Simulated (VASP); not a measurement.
An input for Quantum ESPRESSO's pw.x (written as the equivalent of a VASP run, and not itself run):

```
&CONTROL
  calculation = 'vc-relax'
  pseudo_dir = './pseudo'
  outdir = './out'
  tprnfor = .true.
  tstress = .true.
  nstep = 60
  forc_conv_thr = 0.00039
/
&SYSTEM
  ibrav = 0
  nat = 4
  ntyp = 2
  ecutwfc = 76
  occupations = 'smearing'
  smearing = 'gaussian'
  degauss = 0.003675
  input_dft = 'pbesol'
/
&ELECTRONS
  conv_thr = 7.3e-08
  electron_maxstep = 100
/
&IONS
/
&CELL
/
ATOMIC_SPECIES
  B 10.810 B.upf
  Bi 208.980 Bi.upf
CELL_PARAMETERS angstrom
     3.4800000    0.0000000    0.0000000
    -1.7400000    3.0137680    0.0000000
     0.0000000    0.0000000    5.8000000
ATOMIC_POSITIONS crystal
  B    0.0000000  0.0000000  0.0000000
  B    0.0000000  0.0000000  0.5000000
  Bi   0.3333330  0.6666670  0.2500000
  Bi   0.6666670  0.3333330  0.7500000
K_POINTS automatic
  8 8 4 0 0 0
```

### Question
Translate this input to VASP (INCAR, KPOINTS, POSCAR, choice of POTCAR).

### Answer
Several could match; the one computed here: 
### POSCAR
```
BBi
1
    3.4800000000     0.0000000000     0.0000000000
   -1.7400000000     3.0137680000     0.0000000000
    0.0000000000     0.0000000000     5.8000000000
B Bi
2 2
Direct
  0.0000000000   0.0000000000   0.0000000000
  0.0000000000   0.0000000000   0.5000000000
  0.3333330000   0.6666670000   0.2500000000
  0.6666670000   0.3333330000   0.7500000000
```

KPOINTS:
```
Automatic mesh
0
Gamma
8 8 4
0 0 0
```

INCAR:
```
SYSTEM = BBi
PREC = Accurate
ENCUT = 520
EDIFF = 1E-6
NELM = 100
ALGO = Normal
LREAL = .FALSE.
LASPH = .TRUE.
ISMEAR = 0
SIGMA = 0.05
GGA = PS
LMAXMIX = 4
LWAVE = .FALSE.
LCHARG = .FALSE.
IBRION = 2
ISIF = 3
NSW = 60
EDIFFG = -0.01
```

POTCAR, in this order: B Bi_d (PBE.64 set). Program: vasp_std.

What does not carry over: the potentials are each code's own (VASP's PAW set, PseudoDojo norm-conserving files in pw.x), so ENCUT and ecutwfc are chosen apart and not converted; conv_thr bounds pw.x's estimated SCF error, while EDIFF bounds the energy change between steps; forc_conv_thr acts on force components and is met together with etot_conv_thr.

The structure was generated: BBi was put into the NiAs type type (P6_3/mmc), which need not be its known phase. This run relaxes it. Symmetry was kept, so distortions that lower it aren't found.
